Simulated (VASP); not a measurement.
```yaml
crystal:
  lattice:
    - [1.71294, 0.98897, 2.92946]
    - [-1.71294, 0.98897, 2.92946]
    - [0.00000, -1.97794, 2.92946]
  atoms:
    - { symbol: P, position: [0.23299, 0.23299, 0.23299] }
    - { symbol: P, position: [0.76701, 0.76701, 0.76701] }
```

All values below come from LDA (Ceperley-Alder, Perdew-Zunger), VASP's LDA PAW potentials (set 64) (plane waves; VASP 6.6.1). Settings: 400 eV cut-off, Gaussian smearing of 0.050 eV, potentials P.

### Question
Give the energies of bands 2 to 8 at the high-symmetry points, in eV from the Fermi level.

### Answer

```
band      Γ       T      H2       L      S0      F
----  -----  ------  ------  ------  ------  -----
2     -2.83  -11.57  -10.99  -12.32  -11.23  -9.82
3     -2.80   -2.64   -7.88   -3.35   -8.30  -7.25
4     -2.80   -2.64   -7.46   -2.85   -4.86  -5.67
5     -2.49   -0.67   -1.05   -0.94   -4.07  -5.63
6      2.10   -0.67    0.98   -0.15    3.33   0.06
7      3.20    0.32    5.07    0.29    3.98   6.98
8      3.20    2.10    5.15    0.76    5.00   7.74
```

It has no gap at this level: it comes out as a metal or semimetal.

The structure comes from a computed database's P entry (R-3m); how it stands against other phases isn't given here. It was relaxed first, which changed the volume by -8 %.
